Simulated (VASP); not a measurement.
```
CELL_PARAMETERS angstrom
      2.79176     0.00000     0.00000
      0.00000     2.79176     0.00000
      0.00000     0.00000     2.79176
ATOMIC_POSITIONS crystal
  Ga 0.50000 0.50000 0.50000
  Co 0.00000 0.00000 0.00000
```

All values below come from LDA (Ceperley-Alder, Perdew-Zunger), VASP's LDA PAW potentials (set 64) (plane waves; VASP). Run with 500 eV cut-off, 13×13×13 Γ-centred mesh, first-order Methfessel-Paxton smearing of 0.10 eV, potentials Ga_d Co.

Task: The ions, cell shape and volume at an external pressure of 10.0 GPa are relaxed. Which structure does the run end with?

Result: 
```
CELL_PARAMETERS angstrom
      2.77345     0.00000     0.00000
      0.00000     2.77345     0.00000
      0.00000     0.00000     2.77345
ATOMIC_POSITIONS crystal
  Ga 0.50000 0.50000 0.50000
  Co 0.00000 0.00000 0.00000
```
Space group Pm-3m (221), at a tolerance of 0.03 Å.

Task: How do energy and volume change from the first to the last step?

Result: The energy (σ→0) changes by +9.8 meV/atom and the volume by -2.0 %, in 3 ionic steps.

The compound is CoGa in the CsCl type structure. This run relaxes it under an external pressure of 10 GPa. Symmetry was kept, so distortions that lower it aren't found. The run is not spin-polarised, so no magnetic state was tried.
